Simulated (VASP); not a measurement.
Given:

```
CELL_PARAMETERS angstrom
      3.43768     0.00000     0.00000
     -1.71884     2.97712     0.00000
      0.00000     0.00000    11.06076
ATOMIC_POSITIONS crystal
  Te 0.00000 0.00000 0.00000
  Te 0.00000 0.00000 0.50000
  Te 0.33333 0.66667 0.25000
  Te 0.66667 0.33333 0.75000
```

Calculation: PBE GGA, VASP's PBE PAW potentials (set 64) (plane waves; VASP 6.6.1). Settings: 300 eV cut-off, 5×5×2 Γ-centred mesh, Gaussian smearing of 0.14 eV, potentials Te.

**Question.** Give the energies of bands 5 to 15 at the high-symmetry points, in eV from the Fermi level.

**Answer.** 
```
band      Γ      M      K      A      L      H
----  -----  -----  -----  -----  -----  -----
5     -6.00  -5.87  -4.71  -4.68  -5.46  -4.73
6     -1.90  -5.61  -4.36  -4.68  -5.46  -4.73
7     -1.87  -4.49  -4.36   1.32  -4.85  -4.13
8      1.62  -4.07  -4.30   1.32  -4.85  -4.13
9      1.62  -2.52  -4.30   1.79  -1.37  -3.37
10     2.22  -1.83  -3.07   1.79  -1.37  -3.37
11     2.22  -0.85  -2.27   1.79  -0.58  -3.12
12     2.24   0.19  -2.27   1.79  -0.58  -3.12
13     2.24   0.20  -1.69   2.74  -0.01  -0.05
14     2.98   0.34  -0.30   2.74  -0.01  -0.05
15     2.98   1.22  -0.30   2.74   1.22   0.19
```

It has no gap at this level: it comes out as a metal or semimetal.

The structure was generated: Te was put into an ordered model structure (P6_3/mmc), which need not be its known phase. The cell was not relaxed at this level. The k-mesh is coarse (spacing up to 0.42 per Å, 2π included), so the numbers may not be converged in it.
